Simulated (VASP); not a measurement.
Calculation: vdW-DF2, VASP's PBE PAW potentials (set 64) (plane waves; VASP).

VASP ran on this input.

File POSCAR:
```
GaN
1
    0.0000000000     2.3228938344     2.3228938344
    2.3228938344     0.0000000000     2.3228938344
    2.3228938344     2.3228938344     0.0000000000
Ga N
1 1
Direct
  0.0000000000   0.0000000000   0.0000000000
  0.2500000000   0.2500000000   0.2500000000
```

KPOINTS:
```
k-points along high-symmetry lines
15
Line-mode
Reciprocal
  0.000000   0.000000   0.000000 ! GAMMA
 -0.500000  -0.500000   0.000000 ! X

 -0.500000  -0.500000   0.000000 ! X
 -0.375000  -0.375000   0.250000 ! U

 -0.375000   0.000000   0.375000 ! K
  0.000000   0.000000   0.000000 ! GAMMA

  0.000000   0.000000   0.000000 ! GAMMA
  0.000000   0.000000   0.500000 ! L

  0.000000   0.000000   0.500000 ! L
 -0.500000  -0.250000   0.250000 ! W

 -0.500000  -0.250000   0.250000 ! W
 -0.500000  -0.500000   0.000000 ! X
```

### INCAR
```
! general
SYSTEM   = GaN
PREC     = Accurate
ENCUT    = 520
LREAL    = .FALSE.
LASPH    = .TRUE.
ICHARG   = 11

! electronic loop
EDIFF    = 1E-7   ! SCF stop (eV)
NELM     = 100
ALGO     = Normal   ! blocked Davidson
LMAXMIX  = 4   ! l cut-off of mixed one-centre charges

! smearing
ISMEAR   = 0   ! Gaussian
SIGMA    = 0.05   ! width (eV)

! functional
GGA      = ML
LUSE_VDW = .TRUE.
AGGAC    = 0.0
ZAB_VDW  = -1.8867

! output
LWAVE    = .FALSE.
LCHARG   = .FALSE.
LORBIT   = 11   ! lm-projected
```

POTCAR, in this order: Ga_d N (PBE.64 set). Program: vasp_std. Read from the step before: CHGCAR.

The run wrote:

**OUTCAR**
```
 ion  position               nearest neighbor table
   1  0.000  0.000  0.000-   2 2.01   2 2.01   2 2.01   2 2.01
   2  0.250  0.250  0.250-   1 2.01   1 2.01   1 2.01   1 2.01
  LATTYP: Found a face centered cubic cell.
 ALAT       =     4.6457876688
 Subroutine PRICEL returns:
 Original cell was already a primitive cell.
 Subroutine GETGRP returns: Found 24 space group operations
The static configuration has the point symmetry T_d .
The dynamic configuration has the point symmetry T_d .
 Subroutine INISYM returns: Found 24 space group operations
   k-points           NKPTS =     90   k-points in BZ     NKDIM =     90   number of bands    NBANDS=     13
   number of dos      NEDOS =    301   number of ions     NIONS =      2
   total plane-waves  NPLWV =  13824
   dimension x,y,z NGX =    24 NGY =   24 NGZ =   24
   dimension x,y,z NGXF=    48 NGYF=   48 NGZF=   48
   ions per type =               1   1
   PREC   = accura    normal or accurate (medium, high low for compatibility)
   ISTART =      0    job   : 0-new  1-cont  2-samecut
   ICHARG =     11    charge: 1-file 2-atom 10-const
   ISPIN  =      1    spin polarized calculation?
   LNONCOLLINEAR =      F non collinear calculations
   LSORBIT =      F    spin-orbit coupling
   INIWAV =      1    electr: 0-lowe 1-rand  2-diag
   ENCUT  =  520.0 eV  38.22 Ry    6.18 a.u.   6.11  6.11  6.11*2*pi/ulx,y,z
   NELM   =    100;   NELMIN=  2; NELMDL= -5     # of ELM steps
   EDIFF  = 0.1E-06   stopping-criterion for ELM
   LREAL  =      F    real-space projection
   NLSPLINE    = F    spline interpolate recip. space projectors
   LMAXMIX     =    4 max onsite mixed and CHGCAR
   VOSKOWN=      0    Vosko Wilk Nusair interpolation
   EDIFFG = 0.1E-05   stopping-criterion for IOM
   NSW    =      0    number of steps for IOM
   NBLOCK =      1;   KBLOCK =      1    inner block; outer block
   IBRION =     -1    ionic relax: 0-MD 1-quasi-New 2-CG
   NFREE  =      0    steps in history (QN), initial steepest desc. (CG)
   ISIF   =      2    stress and relaxation
   ISYM   =      2    0-nonsym 1-usesym 2-fastsym
   TEIN   =    0.0    initial temperature
   TEBEG  =    0.0;   TEEND  =   0.0 temperature during run
...
```

**OSZICAR**
```
       N       E                     dE             d eps       ncg     rms          rms(c)
DAV:   1     0.923752445288E+02    0.92375E+02   -0.98594E+03  2425   0.244E+03
DAV:   2     0.159242139249E+01   -0.90783E+02   -0.85760E+02  2673   0.356E+02
DAV:   3    -0.540316287893E+01   -0.69956E+01   -0.68103E+01  2605   0.860E+01
DAV:   4    -0.553525870875E+01   -0.13210E+00   -0.13198E+00  2840   0.125E+01
DAV:   5    -0.553725128399E+01   -0.19926E-02   -0.19925E-02  2543   0.137E+00
DAV:   6    -0.553732044623E+01   -0.69162E-04   -0.69162E-04  3189   0.237E-01
DAV:   7    -0.553732205180E+01   -0.16056E-05   -0.16056E-05  2612   0.272E-02
DAV:   8    -0.553732211527E+01   -0.63464E-07   -0.63483E-07  2395   0.476E-03
   1 F= -.55373221E+01 E0= -.55373221E+01  d E =-.141173E-11
```

File OUTCAR:
```
 val. band max:        4.3403050366   @ k =   0.0000   0.0000   0.0000

 cond. band min:       5.4388764335   @ k =   0.0000   0.0000   0.0000



 k-point     1 :       0.0000    0.0000    0.0000
  band No.  band energies     occupation
      1     -10.7713      2.00000
      2      -9.2142      2.00000
      3      -9.2142      2.00000
      4      -9.2142      2.00000
      5      -8.9879      2.00000
      6      -8.9879      2.00000
      7       4.3403      2.00000
      8       4.3403      2.00000
      9       4.3403      2.00000
     10       5.4389      0.00000
     11      14.0521      0.00000
     12      14.0521      0.00000
     13      14.0521      0.00000

 k-point     2 :      -0.0357   -0.0357    0.0000
  band No.  band energies     occupation
      1     -10.7569      2.00000
      2      -9.2117      2.00000
      3      -9.2117      2.00000
      4      -9.2073      2.00000
      5      -8.9890      2.00000
      6      -8.9872      2.00000
      7       4.0792      2.00000
      8       4.3035      2.00000
      9       4.3035      2.00000
     10       5.7059      0.00000
     11      13.9325      0.00000
     12      14.0902      0.00000
     13      14.0902      0.00000

 k-point     3 :      -0.0714   -0.0714    0.0000
  band No.  band energies     occupation
      1     -10.7152      2.00000
      2      -9.2043      2.00000
      3      -9.2043      2.00000
      4      -9.1856      2.00000
      5      -8.9919      2.00000
      6      -8.9851      2.00000
      7       3.5860      2.00000
      8       4.1967      2.00000
      9       4.1967      2.00000
     10       6.2148      0.00000
     11      13.6069      0.00000
     12      14.2018      0.00000
     13      14.2018      0.00000

 k-point     4 :      -0.1071   -0.1071    0.0000
  band No.  band energies     occupation
      1     -10.6507      2.00000
      2      -9.1922      2.00000
      3      -9.1922      2.00000
      4      -9.1468      2.00000
...
```

The density is held fixed in this step, so its total energy and stress have no physical meaning.

The compound is GaN in the zinc blende structure, a metastable form; wurtzite is the usual one. It was relaxed first, which changed the volume by +9 %.
